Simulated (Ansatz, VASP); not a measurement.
## One calculation of SrMg, two programs

```
CELL_PARAMETERS angstrom
3.95132 0.00000 0.00000
0.00000 3.95132 0.00000
0.00000 0.00000 3.95132
ATOMIC_POSITIONS crystal
Sr 0.50000 0.50000 0.50000
Mg 0.00000 0.00000 0.00000
```

Change from the starting cell: volume scaled by 1.04, PAW files.

Alike in both runs: task electric field gradients; functional LDA; k mesh 9 × 9 × 9; occupations fermi-dirac, width 0.05 eV; no spin polarisation.

|  | VASP | Ansatz |
| --- | --- | --- |
| version | VASP 6.6.1 | Ansatz 0.2.0 |
| potentials or method | VASP PAW LDA potentials, release 64 (Sr_sv, Mg) | PAW with Ansatz's default frozen-core files, scalar-relativistic |
| plane-wave cutoff (eV) | 520 | 420 |
| valence electrons in the cell | 12 | 20 |

```tsv
	VASP	Ansatz	Ansatz less VASP
pressure (GPa)	2.0	2.1	+0.16
Vzz of the field gradient on the site that differs most (V/Å²)	0.0	0.0	0.00
```

The two sets of potentials don't hold the same shells in valence. Ansatz warned: «gradients_without_spin_orbit».
